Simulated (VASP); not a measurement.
Energy against volume of Be (hcp). These are PBEsol GGA, VASP's PBE PAW potentials (set 64) (plane waves; VASP 6.6.1) values and carry that method's errors. Run with 520 eV cut-off, 18×18×10 Γ-centred mesh, first-order Methfessel-Paxton smearing of 0.10 eV, potentials Be.

Shape and ions are relaxed at each volume.

| V (Å³/atom) | E (eV/atom) |
|---|---|
| 7.387 | -3.98461 |
| 7.623 | -3.99361 |
| 7.858 | -3.99639 |
| 8.094 | -3.99369 |

Question: Fit these four points and predict the energy of the run at 8.330 Å³/atom.

Answer: A cubic in V^(−2/3), the third-order Birch-Murnaghan form, passes through the four points with V0 = 7.86 Å³/atom and B0 = 124 GPa, and gives -3.9861 eV/atom there. The run gave -3.9862 eV/atom, -0.1 meV/atom from the fit; all five points give B0 = 124 GPa.

The compound is Be in the hcp structure. It was relaxed first.
